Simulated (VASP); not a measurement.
Level of theory: PBEsol GGA, VASP's PBE PAW potentials (set 64) (plane waves; VASP 6.6.1).

Input for VASP

KPOINTS:
```
Automatic mesh
0
Gamma
10 10 10
0 0 0
```

POSCAR:
```
CaO
1
    0.0000000000     2.3884964339     2.3884964339
    2.3884964339     0.0000000000     2.3884964339
    2.3884964339     2.3884964339     0.0000000000
Ca O
1 1
Direct
  0.0000000000   0.0000000000   0.0000000000
  0.5000000000   0.5000000000   0.5000000000
```

INCAR:
```
LCHARG=F
NSW=40   ! most ionic steps
GGA=PS
IBRION=2   ! conjugate gradients
LASPH=T
ISIF=3   ! ions, shape and volume
LREAL=F   ! projection in real space or not
NELM=100
EDIFFG=-0.02   ! ionic stop
ALGO=Normal
SYSTEM=CaO
ISMEAR=0
PREC=Accurate
SIGMA=0.05
ENCUT=620   ! plane-wave cut-off (eV)
LWAVE=F
EDIFF=1E-6   ! SCF stop (eV)
```

POTCAR, in this order: Ca_sv O (PBE.64 set). Program: vasp_std.

Q: What will the output report for the number of irreducible k-points (NKPTS), largest plane-wave count, number of space-group operations, FFT grid (NGX, NGY, NGZ)?

A: 
- number of irreducible k-points (NKPTS) = 47
- largest plane-wave count = 982
- number of space-group operations = 48
- FFT grid (NGX, NGY, NGZ) = 28 × 28 × 28

The structure was generated: CaO was put into the rock salt type (Fm-3m), which need not be its known phase. It was relaxed first, which changed the volume by -24 %.
